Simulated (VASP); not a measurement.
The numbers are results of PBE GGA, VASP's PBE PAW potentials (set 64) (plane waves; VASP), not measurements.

A VASP calculation is set up with these files.

INCAR:
```
LCHARG  =  .False.
ALGO  =  Normal
LMAXMIX  =  4   ! l cut-off of mixed one-centre charges
SYSTEM  =  NiSi2
NSW  =  40
LREAL  =  .False.
SIGMA  =  0.1
PREC  =  Accurate
PSTRESS  =  200   ! kbar
ISIF  =  3   ! ions, shape and volume
NELM  =  100   ! most electronic steps
LWAVE  =  .False.
ISMEAR  =  1   ! Methfessel-Paxton
EDIFFG  =  -0.02
GGA  =  PE   ! PBE
EDIFF  =  1E-6   ! SCF stop (eV)
ENCUT  =  500
LASPH  =  .True.   ! aspherical one-centre terms
IBRION  =  2   ! conjugate gradients
```

POSCAR:
```
NiSi2
1
    0.0000000000     2.6695715966     2.6695715966
    2.6695715966     0.0000000000     2.6695715966
    2.6695715966     2.6695715966     0.0000000000
Si Ni
2 1
Direct
  0.2500000000   0.2500000000   0.2500000000
  0.7500000000   0.7500000000   0.7500000000
  0.0000000000   0.0000000000   0.0000000000
```

### KPOINTS
```
K-points
0
Gamma
  10 10 10
```

POTCAR, in this order: Si Ni (PBE.64 set). Program: vasp_std.

Energy and stress use the plane-wave basis of the starting cell.

Q: Predict the energy per atom (σ→0), volume per atom, band gap (on the k-mesh).

A: 
```json
{
  "energy per atom (σ→0)": "-5.712 eV/atom",
  "band gap (on the k-mesh)": "none (metal, semimetal or under 0.01 eV)",
  "volume_per_atom": "12.09 Å³/atom"
}
```

File OSZICAR:
```
...
DAV:   3    -0.172121506611E+02    0.24934E+01   -0.10564E+01  1371   0.776E+01    0.321E+00
DAV:   4    -0.171611939307E+02    0.50957E-01   -0.36677E-01  1574   0.104E+01    0.169E+00
DAV:   5    -0.171380560402E+02    0.23138E-01   -0.23092E-02  1950   0.303E+00    0.519E-01
DAV:   6    -0.171365784781E+02    0.14776E-02   -0.30081E-03  1840   0.102E+00    0.168E-01
DAV:   7    -0.171365983941E+02   -0.19916E-04   -0.17715E-04  1695   0.155E-01    0.423E-02
DAV:   8    -0.171365957536E+02    0.26405E-05   -0.14158E-05  1899   0.635E-02    0.117E-02
DAV:   9    -0.171365955395E+02    0.21410E-06   -0.82906E-07   831   0.128E-02
   3 F= -.12610047E+02 E0= -.12609143E+02  d E =-.580169E-01
```

The compound is NiSi2 in the fluorite structure. This run relaxes it under an external pressure of 20 GPa. Symmetry was kept, so distortions that lower it aren't found. The run is not spin-polarised, so no magnetic state was tried.
